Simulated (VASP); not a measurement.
Given:

```
CELL_PARAMETERS angstrom
      4.09532    -2.21342     0.00000
      4.09532     2.21342     0.00000
     -0.14833     0.00000     5.35087
ATOMIC_POSITIONS crystal
  Te 0.75378 0.24622 0.50000
  Se 0.01408 0.76786 0.84024
  Se 0.23214 0.98592 0.15976
```

Calculation: LDA (Ceperley-Alder, Perdew-Zunger), VASP's LDA PAW potentials (set 64) (plane waves; VASP). Settings: 300 eV cut-off, 6×6×4 Γ-centred mesh, Gaussian smearing of 0.010 eV, potentials Te Se.

Energy and stress use the plane-wave basis of the starting cell.

Problem. The ions, cell shape and volume are relaxed. Predict the relaxed structure.

Solution. 
```
CELL_PARAMETERS angstrom
      3.53177    -2.00835     0.00991
      3.53177     2.00835     0.00991
     -0.11076     0.00000     5.38752
ATOMIC_POSITIONS crystal
  Te 0.71561 0.28439 0.50000
  Se 0.01360 0.72920 0.83781
  Se 0.27080 0.98640 0.16219
```
Space group C2 (5), at a tolerance of 0.03 Å.

Problem. How do energy and volume change from the first to the last step?

Solution. The energy (σ→0) changes by -102.5 meV/atom and the volume by -21.2 %, in 22 ionic steps.

The structure comes from a computed database's TeSe2 entry; how it stands against other phases isn't given here. This run relaxes it. Symmetry was kept, so distortions that lower it aren't found. The run is one of a series of settings (EDIFFG = -0.01, IBRION = 2, ISIF = 3, NSW = 50 against the base run), some of them coarse on purpose.
